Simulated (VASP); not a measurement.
Calculation: PBE GGA with D4 dispersion, VASP's PBE PAW potentials (set 64) (plane waves; VASP).

VASP input:

File KPOINTS:
```
Regular mesh
0
gamma
9 9 9
0 0 0
```

POSCAR:
```
Ni3Si
1.0
  3.4357859127   0.0000000000   0.0000000000
  0.0000000000   3.4357859127   0.0000000000
  0.0000000000   0.0000000000   3.4357859127
Si Ni
1 3
Cartesian
  0.0000000000   0.0000000000   0.0000000000
  0.0000000000   1.7178929564   1.7178929564
  1.7178929564   0.0000000000   1.7178929564
  1.7178929564   1.7178929564   0.0000000000
```

INCAR:
```
LASPH  =  .TRUE.
ISIF  =  2   # forces and stress, cell fixed
NELM  =  100   # most electronic steps
GGA  =  PE   # PBE
IVDW  =  13   # D4
ENCUT  =  520   # plane-wave cut-off (eV)
LREAL  =  .FALSE.
ISMEAR  =  1
LMAXMIX  =  4
LWAVE  =  .FALSE.
LCHARG  =  .FALSE.
PREC  =  Accurate
ALGO  =  Normal   # blocked Davidson
SYSTEM  =  Ni3Si
SIGMA  =  0.1
EDIFF  =  1E-7
```

POTCAR, in this order: Si Ni (PBE.64 set). Program: vasp_std.

The resulting files:

File OUTCAR:
```
 ion  position               nearest neighbor table
   1  0.000  0.000  0.000-   2 2.43   3 2.43   4 2.43   2 2.43   3 2.43   2 2.43   4 2.43   2 2.43
                             3 2.43   4 2.43   3 2.43   4 2.43
   2  0.000  0.500  0.500-   1 2.43   3 2.43   4 2.43   1 2.43   4 2.43   1 2.43   3 2.43   1 2.43
                             3 2.43   4 2.43   4 2.43   3 2.43
   3  0.500  0.000  0.500-   1 2.43   2 2.43   4 2.43   1 2.43   4 2.43   2 2.43   4 2.43   4 2.43
                             1 2.43   2 2.43   1 2.43   2 2.43
   4  0.500  0.500  0.000-   1 2.43   2 2.43   3 2.43   2 2.43   3 2.43   1 2.43   3 2.43   3 2.43
                             1 2.43   2 2.43   2 2.43   1 2.43
  LATTYP: Found a simple cubic cell.
 ALAT       =     3.4357859127
 Subroutine PRICEL returns:
 Original cell was already a primitive cell.
 Subroutine GETGRP returns: Found 48 space group operations
The static configuration has the point symmetry O_h .
The dynamic configuration has the point symmetry O_h .
 Subroutine INISYM returns: Found 48 space group operations
 Subroutine IBZKPT returns following result:
 Found     35 irreducible k-points:

 Following reciprocal coordinates:
            Coordinates               Weight
  0.000000  0.000000  0.000000      1.000000
  0.111111  0.000000  0.000000      6.000000
  0.222222  0.000000  0.000000      6.000000
...
```

File OSZICAR:
```
       N       E                     dE             d eps       ncg     rms          rms(c)
DAV:   1     0.203345585631E+03    0.20335E+03   -0.15974E+04  1478   0.219E+03
DAV:   2    -0.162379137076E+02   -0.21958E+03   -0.21177E+03  1470   0.378E+02
DAV:   3    -0.271136243050E+02   -0.10876E+02   -0.10504E+02  1588   0.113E+02
DAV:   4    -0.273567383698E+02   -0.24311E+00   -0.23977E+00  1708   0.147E+01
DAV:   5    -0.273653951801E+02   -0.86568E-02   -0.86563E-02  1740   0.275E+00    0.209E+01
DAV:   6    -0.266948619499E+02    0.67053E+00   -0.52813E+01  1692   0.121E+02    0.158E+01
DAV:   7    -0.236515697109E+02    0.30433E+01   -0.15230E+01  1636   0.660E+01    0.469E+00
DAV:   8    -0.235884657386E+02    0.63104E-01   -0.61850E-01  1593   0.672E+00    0.150E+00
DAV:   9    -0.235709535724E+02    0.17512E-01   -0.32445E-02  1980   0.262E+00    0.573E-01
DAV:  10    -0.235687492137E+02    0.22044E-02   -0.36961E-03  1964   0.493E-01    0.214E-01
DAV:  11    -0.235684860998E+02    0.26311E-03   -0.60971E-04  2260   0.311E-01    0.562E-02
DAV:  12    -0.235684709373E+02    0.15162E-04   -0.93550E-05  1630   0.122E-01    0.154E-02
DAV:  13    -0.235684701313E+02    0.80599E-06   -0.70651E-06  1713   0.191E-02    0.835E-03
DAV:  14    -0.235684694612E+02    0.67013E-06   -0.49379E-07  1632   0.782E-03    0.306E-03
DAV:  15    -0.235684694018E+02    0.59364E-07   -0.16287E-07   943   0.600E-03
   1 F= -.25651023E+02 E0= -.25651126E+02  d E =0.311165E-03
```

### OUTCAR
```
------------------------ aborting loop because EDIFF is reached ----------------------------------------
  Edisp (eV):   -2.08255
  FORCE on cell =-STRESS in cart. coord.  units (eV):
  Direction    XX          YY          ZZ          XY          YZ          ZX
  --------------------------------------------------------------------------------------
  Total       1.85366     1.85366     1.85366    -0.00000    -0.00000    -0.00000
  in kB      73.22564    73.22564    73.22564    -0.00000    -0.00000    -0.00000
  external pressure =       73.23 kB  Pullay stress =        0.00 kB
  volume of cell :       40.56
      direct lattice vectors                 reciprocal lattice vectors
     3.435785913  0.000000000  0.000000000     0.291054223  0.000000000  0.000000000
     0.000000000  3.435785913  0.000000000     0.000000000  0.291054223  0.000000000
     0.000000000  0.000000000  3.435785913     0.000000000  0.000000000  0.291054223
 POSITION                                       TOTAL-FORCE (eV/Angst)
 -----------------------------------------------------------------------------------
      0.00000      0.00000      0.00000         0.000000      0.000000      0.000000
      0.00000      1.71789      1.71789         0.000000      0.000000      0.000000
      1.71789      0.00000      1.71789         0.000000      0.000000      0.000000
      1.71789      1.71789      0.00000         0.000000      0.000000      0.000000
 -----------------------------------------------------------------------------------
    total drift:                                0.000000      0.000000      0.000000
  FREE ENERGIE OF THE ION-ELECTRON SYSTEM (eV)
  ---------------------------------------------------
  free  energy   TOTEN  =       -25.6510226148 eV

  energy  without entropy=      -25.6513337797  energy(sigma->0) =      -25.65112634
```
(Selected blocks of OUTCAR.)

The compound is Ni3Si in the L1_2 structure. This cell is one point of a volume scan, at 0.97 of the reference volume. The run is not spin-polarised, so no magnetic state was tried.
